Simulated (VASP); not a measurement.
Energy against volume of Gd (hcp). Computed with rev-vdW-DF2, VASP's PBE PAW potentials (set 64) (plane waves; VASP 6.6.1). Numerical set-up: 520 eV cut-off, 12×12×7 Γ-centred mesh, first-order Methfessel-Paxton smearing of 0.10 eV, potentials Gd_3.

The 4f electrons are frozen in the core of the lanthanide potential, so 4f levels, which can set the real gap, and their magnetism are missing.

Shape and ions are relaxed at each volume.

```csv
V (Å³/atom),E (eV/atom)
29.660,-2.32332
30.607,-2.33375
31.553,-2.33618
32.500,-2.33159
```

Fit these four points and predict the energy of the run at 33.447 Å³/atom.

A cubic in V^(−2/3), the third-order Birch-Murnaghan form, passes through the four points with V0 = 31.39 Å³/atom and B0 = 40 GPa, and gives -2.3208 eV/atom there. The run gave -2.3210 eV/atom, -0.2 meV/atom from the fit; all five points give B0 = 40 GPa.

The compound is Gd in the hcp structure. It was relaxed first.
